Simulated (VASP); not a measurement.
Input of a VASP 6.6.1 run:

INCAR

```
  PREC = Accurate
  ENCUT = 520
  EDIFF = 1E-6
  ISMEAR = 0
  SIGMA = 0.1
  LREAL = False
  LASPH = True
  NELM = 60
  ALGO = Normal
  ISIF = 2
  LWAVE = False
  LCHARG = True
  GGA = PE
  LELF = True
  LVHAR = True
  NBANDS = 47
```

The input KPOINTS:

```
regular mesh
0
Gamma
  3 3 4
```

File POSCAR:

```
InNO3
1.0
    4.9088100000      0.3545170000      0.9393480000
    0.3811980000      5.3343450000     -0.0607940000
    0.1445200000      0.4616410000      4.3899960000
In N O
2 2 6
Direct
    0.1959318905      0.8822754974      0.9208062666
    0.4985143005      0.4229654985      0.5516566196
    0.8243057638      0.8002033911      0.4842976154
    0.8032217014      0.5943059161      0.8254086189
    0.7230386461      0.9342114010      0.8183168144
    0.4440429858      0.2198765793      0.0799532132
    0.4659542841      0.8772972400      0.3794076768
    0.8047771731      0.2442212730      0.0700463873
    0.1132248044      0.4427968432      0.0520182473
    0.0178186696      0.2668252744      0.6104156915
```

Potentials or basis: VASP PAW PBE potentials, release 64 (In_d, N, O).

The run is started by

```console
$ cat potpaw_PBE.64/In_d/POTCAR potpaw_PBE.64/N/POTCAR potpaw_PBE.64/O/POTCAR > POTCAR
$ mpirun -np 1 vasp_std > vasp.out
```

Problem. Predict the pressure.

Solution. -6.5 GPa.

Problem. What does it give for the largest force?

Solution. 5.282 eV/Å.

Problem. Predict the band gap on the k mesh.

Solution. None (metal or under the smearing width).

Stress tensor (GPa, compression positive):
```
 -9.15   2.18  -0.73
  2.18   0.92   2.42
 -0.73   2.42 -11.33
```

Caveat: the k mesh is coarse (spacing up to 0.43 Å⁻¹), so the values aren't converged.
